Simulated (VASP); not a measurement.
Output of a VASP run:

**OSZICAR**
```
       N       E                     dE             d eps       ncg     rms          rms(c)
DAV:   1     0.117402183659E+03    0.11740E+03   -0.81391E+03   416   0.138E+03
DAV:   2     0.561507468579E+01   -0.11179E+03   -0.10870E+03   431   0.302E+02
DAV:   3    -0.175663828359E+01   -0.73717E+01   -0.72395E+01   546   0.860E+01
DAV:   4    -0.196295472720E+01   -0.20632E+00   -0.20624E+00   496   0.171E+01
DAV:   5    -0.197220693434E+01   -0.92522E-02   -0.92521E-02   606   0.298E+00    0.381E+00
DAV:   6    -0.186449970832E+01    0.10771E+00   -0.19557E-01   536   0.767E+00    0.220E+00
DAV:   7    -0.184778890776E+01    0.16711E-01   -0.80070E-02   534   0.304E+00    0.636E-01
DAV:   8    -0.184811744969E+01   -0.32854E-03   -0.79564E-03   564   0.120E+00    0.285E-01
DAV:   9    -0.184853329944E+01   -0.41585E-03   -0.70110E-04   464   0.294E-01    0.864E-02
DAV:  10    -0.184858817076E+01   -0.54871E-04   -0.41654E-05   501   0.497E-02    0.330E-02
DAV:  11    -0.184861329684E+01   -0.25126E-04   -0.35649E-05   446   0.509E-02    0.152E-02
DAV:  12    -0.184861389832E+01   -0.60148E-06   -0.59459E-07   353   0.647E-03
   1 F= -.18486139E+01 E0= -.18484354E+01  d E =-.184861E+01
       N       E                     dE             d eps       ncg     rms          rms(c)
DAV:   1    -0.245527153869E+01   -0.60666E+00   -0.16345E+01   516   0.866E+01    0.439E+00
DAV:   2    -0.196202265241E+01    0.49325E+00   -0.10249E+00   506   0.220E+01    0.178E+00
DAV:   3    -0.186889517385E+01    0.93127E-01   -0.32072E-01   551   0.113E+01    0.605E-01
DAV:   4    -0.186699412604E+01    0.19010E-02   -0.10900E-02   446   0.118E+00    0.364E-01
DAV:   5    -0.186569412950E+01    0.13000E-02   -0.10396E-03   519   0.305E-01    0.209E-01
DAV:   6    -0.186545681962E+01    0.23731E-03   -0.36269E-04   456   0.233E-01    0.287E-02
DAV:   7    -0.186546095805E+01   -0.41384E-05   -0.45798E-05   534   0.125E-01    0.191E-02
DAV:   8    -0.186546194535E+01   -0.98730E-06   -0.13028E-05   486   0.632E-02    0.223E-03
DAV:   9    -0.186546214335E+01   -0.19800E-06   -0.38301E-07   228   0.725E-03
   2 F= -.18654621E+01 E0= -.18652836E+01  d E =-.168482E-01
       N       E                     dE             d eps       ncg     rms          rms(c)
DAV:   1    -0.190855714568E+01   -0.43095E-01   -0.10296E+00   521   0.198E+01    0.124E+00
DAV:   2    -0.187335384492E+01    0.35203E-01   -0.80574E-02   501   0.643E+00    0.443E-01
DAV:   3    -0.186780081360E+01    0.55530E-02   -0.17134E-02   546   0.261E+00    0.209E-01
DAV:   4    -0.186767647149E+01    0.12434E-03   -0.56575E-04   416   0.227E-01    0.131E-01
DAV:   5    -0.186760995495E+01    0.66517E-04   -0.80577E-05   500   0.886E-02    0.574E-02
DAV:   6    -0.186760913191E+01    0.82303E-06   -0.22205E-05   636   0.494E-02    0.995E-03
DAV:   7    -0.186760858594E+01    0.54598E-06   -0.12856E-06   273   0.200E-02
   3 F= -.18676086E+01 E0= -.18674300E+01  d E =-.189947E-01
```

### OUTCAR
```
------------------------ aborting loop because EDIFF is reached ----------------------------------------
  FORCE on cell =-STRESS in cart. coord.  units (eV):
  Direction    XX          YY          ZZ          XY          YZ          ZX
  --------------------------------------------------------------------------------------
  Total       -0.0071044     -0.0071044     -0.0071044      0.0000000      0.0000000      0.0000000
  in kB       -0.1599146     -0.1599146     -0.1599146      0.0000000      0.0000000      0.0000000
  external PRESSURE =      -0.1599146 kB  Pullay stress =       0.0000000 kB
  volume of cell :       71.18
      direct lattice vectors                 reciprocal lattice vectors
     0.000000000  3.289320931  3.289320931    -0.152007059  0.152007059  0.152007059
     3.289320931 -0.000000000  3.289320931     0.152007059 -0.152007059  0.152007059
     3.289320931  3.289320931  0.000000000     0.152007059  0.152007059 -0.152007059
  FREE ENERGIE OF THE ION-ELECTRON SYSTEM (eV)
  ---------------------------------------------------
  free  energy   TOTEN  =        -1.8676085859 eV

  energy  without entropy=       -1.8672514972  energy(sigma->0) =       -1.86743004

 reached required accuracy - stopping structural energy minimisation
```
(Selected blocks of OUTCAR.)

### POSCAR
```
InSb
1
    0.0000000000     3.2400000000     3.2400000000
    3.2400000000     0.0000000000     3.2400000000
    3.2400000000     3.2400000000     0.0000000000
In Sb
1 1
Direct
  0.0000000000   0.0000000000   0.0000000000
  0.2500000000   0.2500000000   0.2500000000
```

Write an INCAR and KPOINTS that could have produced this output.

One answer among several that fit: the input of the run itself, optB86b-vdW, plane waves, VASP's PBE PAW potentials (set 64).

### INCAR
```
SYSTEM = InSb
PREC = Accurate
ENCUT = 520
EDIFF = 1E-6
NELM = 100
ALGO = Normal
LREAL = .FALSE.
LASPH = .TRUE.
ISMEAR = 0
SIGMA = 0.05
GGA = MK
PARAM1 = 0.1234
PARAM2 = 1.0
LUSE_VDW = .TRUE.
AGGAC = 0.0
LMAXMIX = 4
LWAVE = .FALSE.
LCHARG = .FALSE.
IBRION = 2
ISIF = 3
NSW = 60
EDIFFG = -0.01
```

KPOINTS:
```
Automatic mesh
0
Gamma
6 6 6
0 0 0
```

POTCAR, in this order: In_d Sb (PBE.64 set). Program: vasp_std.

Energy and stress use the plane-wave basis of the starting cell.

The compound is InSb in the zinc blende structure. This run relaxes it. Symmetry was kept, so distortions that lower it aren't found.
